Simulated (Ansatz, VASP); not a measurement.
**HfGe: VASP beside Ansatz**

Contents of INCAR:

```
ALGO     = Normal         # electronic algorithm
EDIFF    = 1E-7           # SCF threshold, eV
ENCUT    = 520            # plane-wave cutoff, eV
ISIF     = 2              # what is computed and relaxed
ISMEAR   = -1             # smearing method
LASPH    = True           # aspherical terms in the spheres
LCHARG   = False          # write CHGCAR
LREAL    = False          # projectors in reciprocal space
LWAVE    = False          # write WAVECAR
NBANDS   = 19             # bands
NELM     = 60             # most SCF steps
PREC     = Accurate       # precision mode
SIGMA    = 0.05           # smearing width, eV
```

Contents of KPOINTS:

```
k-points
0
Gamma
  11 11 11
```

Contents of POSCAR:

```
HfGe
1.0
    0.0000000000      2.7655361508      2.7655361508
    2.7655361508      0.0000000000      2.7655361508
    2.7655361508      2.7655361508      0.0000000000
Hf Ge
1 1
Direct
    0.0000000000      0.0000000000      0.0000000000
    0.2500000000      0.2500000000      0.2500000000
```

Input for Ansatz:

```yaml
crystal:
  lattice:
    - [0.0, 2.7655361508, 2.7655361508]
    - [2.7655361508, 0.0, 2.7655361508]
    - [2.7655361508, 2.7655361508, 0.0]
  atoms:
    - { symbol: Hf, position: [0.0, 0.0, 0.0] }
    - { symbol: Ge, position: [0.25, 0.25, 0.25] }
kpoints:
  mp_grid: { grid: [11, 11, 11] }
scf:
  occupations: { method: fermi_dirac, width: 0.05 }
hamiltonian:
  xc: lda
  pseudopotentials: { kind: all_electron, lapw: { basis_error: 0.001 } }
output:
  forces: true
  stress: true
  eigenvalues: true
  populations: true
```

Change from the starting cell: volume scaled by 0.8, LAPW.

Alike in both runs: task single point; functional LDA; k mesh 11 × 11 × 11; occupations fermi-dirac, width 0.05 eV; no spin polarisation.

|  | VASP | Ansatz |
| --- | --- | --- |
| version | VASP 6.6.1 | Ansatz 0.2.0 |
| potentials or method | VASP PAW LDA potentials, release 64 (Hf_pv, Ge_d) | all-electron LAPW, scalar-relativistic |
| plane-wave cutoff (eV) | 520 | see its input |

```csv
,VASP,Ansatz,Ansatz less VASP
pressure (GPa),24.8,24.7,-0.06
```

Ansatz ran all-electron here, so the differences hold the error of VASP's frozen core and of both bases.

Caveats: so large a pressure means that the cell lies far from this level's equilibrium, or that cutoff or potentials fall short (VASP). Spin-orbit coupling is left out, which matters for the levels of Hf.
